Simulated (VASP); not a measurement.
VASP ran on this input.

**POSCAR**
```
HfN
1.0
  0.0000000000   2.2412466465   2.2412466465
  2.2412466465   0.0000000000   2.2412466465
  2.2412466465   2.2412466465   0.0000000000
Hf N
1 1
Cartesian
  4.4824932930   4.4824932930   4.4824932930
  2.2412466465   2.2412466465   2.2412466465
```

File KPOINTS:
```
K-points
0
Gamma
14 14 14
0 0 0
```

### INCAR
```
SYSTEM=HfN
PREC=Accurate; ENCUT=600; LREAL=.FALSE.
LASPH=.TRUE.
EDIFF=1E-7; NELM=100; ALGO=Normal
LMAXMIX=6
ISMEAR=1; SIGMA=0.1
GGA=PE
IBRION=2; NSW=40; ISIF=3
EDIFFG=-0.01; PSTRESS=100
LWAVE=.FALSE.; LCHARG=.FALSE.
```

POTCAR, in this order: Hf_pv N (PBE.64 set). Program: vasp_std.

Write an equivalent input for Ansatz.

One equivalent input (not run):
Ansatz 0.2 input:
```yaml
crystal:
  lattice:
    - [0.0000000, 2.2412466, 2.2412466]
    - [2.2412466, 0.0000000, 2.2412466]
    - [2.2412466, 2.2412466, 0.0000000]
  atoms:
    - { symbol: Hf, position: [1.0000000, 1.0000000, 1.0000000] }
    - { symbol: N, position: [0.5000000, 0.5000000, 0.5000000] }
kpoints:
  mp_grid: { grid: [14, 14, 14] }
hamiltonian:
  xc: pbe
  pseudopotentials: { kind: paw }
scf:
  occupations: { method: methfessel_paxton, width: 0.1 }
  max_iter: 100
relax:
  max_steps: 40
  f_tol: 0.01
  cell: { p_target: 10 }
output: { forces: true, stress: true, eigenvalues: true }
```
The two are equivalent in intent, not identical: each code has its own PAW files, so the cut-off isn't converted (ENCUT is set for VASP's; basis.ecutwfc is left out, and Ansatz then takes the one that its files recommend); Ansatz stops its SCF on the density residual and VASP on the energy change (EDIFF).

The compound is HfN in the rock salt structure. It was relaxed first under an external pressure of 10 GPa.
